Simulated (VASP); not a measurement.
Input for VASP

KPOINTS:
```
Automatic mesh
0
Gamma
10 10 10
0 0 0
```

**INCAR**
```
ALGO = Normal
EDIFF = 1E-7
EDIFFG = -0.01
ENCUT = 600
IBRION = 2
ISIF = 3
ISMEAR = 0
LASPH = T
LCHARG = F
LMIXTAU = T
LREAL = F
LWAVE = F
METAGGA = R2SCAN
NELM = 100
NSW = 40
PREC = Accurate
PSTRESS = 50
SIGMA = 0.05
SYSTEM = BP
```

**POSCAR**
```
BP
1.0
  0.0000000000   2.2659876387   2.2659876387
  2.2659876387   0.0000000000   2.2659876387
  2.2659876387   2.2659876387   0.0000000000
B P
1 1
Cartesian
  0.0000000000   0.0000000000   0.0000000000
  1.1329938193   1.1329938193   1.1329938193
```

POTCAR, in this order: B P (PBE.64 set). Program: vasp_std.

Translate this r2SCAN calculation to Ansatz.

One equivalent input (not run):
Ansatz 0.2 input:
```yaml
crystal:
  lattice:
    - [0.0000000, 2.2659876, 2.2659876]
    - [2.2659876, 0.0000000, 2.2659876]
    - [2.2659876, 2.2659876, 0.0000000]
  atoms:
    - { symbol: B, position: [0.0000000, 0.0000000, 0.0000000] }
    - { symbol: P, position: [0.2500000, 0.2500000, 0.2500000] }
kpoints:
  mp_grid: { grid: [10, 10, 10] }
hamiltonian:
  xc: r2scan
  pseudopotentials: { kind: paw }
scf:
  occupations: { method: gaussian, width: 0.05 }
  max_iter: 100
relax:
  max_steps: 40
  f_tol: 0.01
  cell: { p_target: 5 }
output: { forces: true, stress: true, eigenvalues: true }
```
The two are equivalent in intent, not identical: each code has its own PAW files, so the cut-off isn't converted (ENCUT is set for VASP's; basis.ecutwfc is left out, and Ansatz then takes the one that its files recommend); Ansatz stops its SCF on the density residual and VASP on the energy change (EDIFF).

The compound is BP in the zinc blende structure. This run relaxes it under an external pressure of 5 GPa. Symmetry was kept, so distortions that lower it aren't found.
